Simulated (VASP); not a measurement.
Level of theory: RPBE GGA, VASP's PBE PAW potentials (set 64) (plane waves; VASP 6.6.1).

The input files of a VASP run:

### INCAR
```
ALGO = Normal
EDIFF = 1E-6
EDIFFG = -0.01
ENCUT = 520
GGA = RP
IBRION = 2
ISIF = 3
ISMEAR = 0
LASPH = .TRUE.
LCHARG = .FALSE.
LREAL = .FALSE.
LWAVE = .FALSE.
NELM = 100
NSW = 60
PREC = Accurate
SIGMA = 0.05
SYSTEM = BN
```

**KPOINTS**
```
Regular mesh
0
G
  11 11 11
0 0 0
```

POSCAR:
```
BN
1
   -0.0000000000     1.8221765605     1.8221765605
    1.8221765605     0.0000000000     1.8221765605
    1.8221765605     1.8221765605    -0.0000000000
B N
1 1
Direct
  0.0000000000   0.0000000000   0.0000000000
  0.2500000000   0.2500000000   0.2500000000
```

POTCAR, in this order: B N (PBE.64 set). Program: vasp_std.

The run wrote:

**OUTCAR**
```
 ion  position               nearest neighbor table
   1  0.000  0.000  0.000-   2 1.58   2 1.58   2 1.58   2 1.58
   2  0.250  0.250  0.250-   1 1.58   1 1.58   1 1.58   1 1.58
  LATTYP: Found a face centered cubic cell.
 ALAT       =     3.6443531210
 Subroutine PRICEL returns:
 Original cell was already a primitive cell.
 Subroutine GETGRP returns: Found 24 space group operations
The static configuration has the point symmetry T_d .
The dynamic configuration has the point symmetry T_d .
 Subroutine INISYM returns: Found 24 space group operations
 Subroutine IBZKPT returns following result:
 Found     56 irreducible k-points:

 Following reciprocal coordinates:
            Coordinates               Weight
  0.000000  0.000000  0.000000      1.000000
  0.090909  0.000000  0.000000      8.000000
  0.181818  0.000000  0.000000      8.000000
  0.272727  0.000000  0.000000      8.000000
  0.363636  0.000000  0.000000      8.000000
  0.454545  0.000000  0.000000      8.000000
  0.090909  0.090909  0.000000      6.000000
  0.181818  0.090909  0.000000     24.000000
  0.272727  0.090909  0.000000     24.000000
  0.363636  0.090909  0.000000     24.000000
  0.454545  0.090909  0.000000     24.000000
 -0.454545  0.090909  0.000000     24.000000
 -0.363636  0.090909  0.000000     24.000000
 -0.272727  0.090909  0.000000     24.000000
 -0.181818  0.090909  0.000000     24.000000
 -0.090909  0.090909  0.000000     12.000000
  0.181818  0.181818  0.000000      6.000000
  0.272727  0.181818  0.000000     24.000000
  0.363636  0.181818  0.000000     24.000000
  0.454545  0.181818  0.000000     24.000000
 -0.454545  0.181818  0.000000     24.000000
 -0.363636  0.181818  0.000000     24.000000
 -0.272727  0.181818  0.000000     24.000000
 -0.181818  0.181818  0.000000     12.000000
  0.272727  0.272727  0.000000      6.000000
  0.363636  0.272727  0.000000     24.000000
  0.454545  0.272727  0.000000     24.000000
 -0.454545  0.272727  0.000000     24.000000
 -0.363636  0.272727  0.000000     24.000000
 -0.272727  0.272727  0.000000     12.000000
  0.363636  0.363636  0.000000      6.000000
  0.454545  0.363636  0.000000     24.000000
 -0.454545  0.363636  0.000000     24.000000
 -0.363636  0.363636  0.000000     12.000000
  0.454545  0.454545  0.000000      6.000000
 -0.454545  0.454545  0.000000     12.000000
  0.272727  0.181818  0.090909     24.000000
  0.363636  0.181818  0.090909     48.000000
  0.454545  0.181818  0.090909     48.000000
 -0.454545  0.181818  0.090909     48.000000
   k-points           NKPTS =     56   k-points in BZ     NKDIM =     56   number of bands    NBANDS=      8
   number of dos      NEDOS =    301   number of ions     NIONS =      2
   total plane-waves  NPLWV =   8000
   dimension x,y,z NGX =    20 NGY =   20 NGZ =   20
   dimension x,y,z NGXF=    40 NGYF=   40 NGZF=   40
   ions per type =               1   1
   PREC   = accura    normal or accurate (medium, high low for compatibility)
   ISTART =      0    job   : 0-new  1-cont  2-samecut
   ICHARG =      2    charge: 1-file 2-atom 10-const
   ISPIN  =      1    spin polarized calculation?
   LNONCOLLINEAR =      F non collinear calculations
   LSORBIT =      F    spin-orbit coupling
   INIWAV =      1    electr: 0-lowe 1-rand  2-diag
   ENCUT  =  520.0 eV  38.22 Ry    6.18 a.u.   4.79  4.79  4.79*2*pi/ulx,y,z
   NELM   =    100;   NELMIN=  2; NELMDL= -5     # of ELM steps
   EDIFF  = 0.1E-05   stopping-criterion for ELM
   LREAL  =      F    real-space projection
   NLSPLINE    = F    spline interpolate recip. space projectors
   LMAXMIX     =    2 max onsite mixed and CHGCAR
...
```

### OSZICAR
```
       N       E                     dE             d eps       ncg     rms          rms(c)
DAV:   1     0.945616037061E+01    0.94562E+01   -0.54582E+03   920   0.101E+03
DAV:   2    -0.172991801140E+02   -0.26755E+02   -0.26250E+02  1232   0.173E+02
DAV:   3    -0.174974115306E+02   -0.19823E+00   -0.19823E+00  1072   0.188E+01
DAV:   4    -0.174975734822E+02   -0.16195E-03   -0.16195E-03  1232   0.465E-01
DAV:   5    -0.174975735112E+02   -0.28972E-07   -0.28965E-07   992   0.532E-03    0.661E+00
DAV:   6    -0.166844753889E+02    0.81310E+00   -0.33362E+00  1136   0.133E+01    0.328E+00
DAV:   7    -0.166328790437E+02    0.51596E-01   -0.83391E-02  1176   0.289E+00    0.192E+00
DAV:   8    -0.166266700759E+02    0.62090E-02   -0.35852E-02   944   0.187E+00    0.157E-01
DAV:   9    -0.166270680884E+02   -0.39801E-03   -0.74145E-04   968   0.281E-01    0.702E-02
DAV:  10    -0.166272407488E+02   -0.17266E-03   -0.26249E-04  1232   0.162E-01    0.162E-02
DAV:  11    -0.166272515179E+02   -0.10769E-04   -0.18596E-05  1072   0.441E-02    0.906E-03
DAV:  12    -0.166272518180E+02   -0.30015E-06   -0.21177E-06   712   0.128E-02
   1 F= -.16627252E+02 E0= -.16627252E+02  d E =-.166273E+02
```

OUTCAR:
```
------------------------ aborting loop because EDIFF is reached ----------------------------------------
  FORCE on cell =-STRESS in cart. coord.  units (eV):
  Direction    XX          YY          ZZ          XY          YZ          ZX
  --------------------------------------------------------------------------------------
  Total        0.0003643      0.0003643      0.0003643     -0.0000000     -0.0000000     -0.0000000
  in kB        0.0482407      0.0482407      0.0482407     -0.0000000     -0.0000000     -0.0000000
  external PRESSURE =       0.0482407 kB  Pullay stress =       0.0000000 kB
  volume of cell :       12.10
      direct lattice vectors                 reciprocal lattice vectors
     0.000000000  1.822176560  1.822176560    -0.274397120  0.274397120  0.274397120
     1.822176560  0.000000000  1.822176560     0.274397120 -0.274397120  0.274397120
     1.822176560  1.822176560  0.000000000     0.274397120  0.274397120 -0.274397120
  FREE ENERGIE OF THE ION-ELECTRON SYSTEM (eV)
  ---------------------------------------------------
  free  energy   TOTEN  =       -16.6272518180 eV

  energy  without entropy=      -16.6272518180  energy(sigma->0) =      -16.62725182

 reached required accuracy - stopping structural energy minimisation
```
(Selected blocks of OUTCAR.)

File OUTCAR:
```
 val. band max:        7.2219765291   @ k =   0.0000   0.0000   0.0000

 cond. band min:      11.7879927762   @ k =   0.4545   0.4545   0.0000


 Fermi energy:         7.4585624918

 k-point     1 :       0.0000    0.0000    0.0000
  band No.  band energies     occupation
      1     -12.8026      2.00000
      2       7.2220      2.00000
      3       7.2220      2.00000
      4       7.2220      2.00000
      5      15.9818      0.00000
      6      15.9818      0.00000
      7      15.9818      0.00000
      8      17.1744      0.00000

 k-point     2 :       0.0909    0.0000    0.0000
  band No.  band energies     occupation
      1     -12.6057      2.00000
      2       6.1645      2.00000
      3       7.0152      2.00000
      4       7.0152      2.00000
      5      16.1701      0.00000
      6      16.2961      0.00000
      7      16.2961      0.00000
      8      17.8765      0.00000

 k-point     3 :       0.1818    0.0000    0.0000
  band No.  band energies     occupation
      1     -12.0242      2.00000
      2       3.8178      2.00000
      3       6.5283      2.00000
      4       6.5283      2.00000
      5      16.4351      0.00000
      6      16.9934      0.00000
      7      16.9934      0.00000
      8      19.4175      0.00000

 k-point     4 :       0.2727    0.0000    0.0000
  band No.  band energies     occupation
      1     -11.0954      2.00000
      2       1.1625      2.00000
      3       5.9962      2.00000
      4       5.9962      2.00000
      5      16.6977      0.00000
      6      17.5870      0.00000
      7      17.5870      0.00000
      8      20.8512      0.00000

 k-point     5 :       0.3636    0.0000    0.0000
  band No.  band energies     occupation
      1      -9.9294      2.00000
      2      -1.2853      2.00000
      3       5.5796      2.00000
      4       5.5796      2.00000
      5      16.9125      0.00000
      6      17.8250      0.00000
      7      17.8250      0.00000
...
```

The compound is BN in the zinc blende structure. It was relaxed first. The start is the result of an earlier pass.
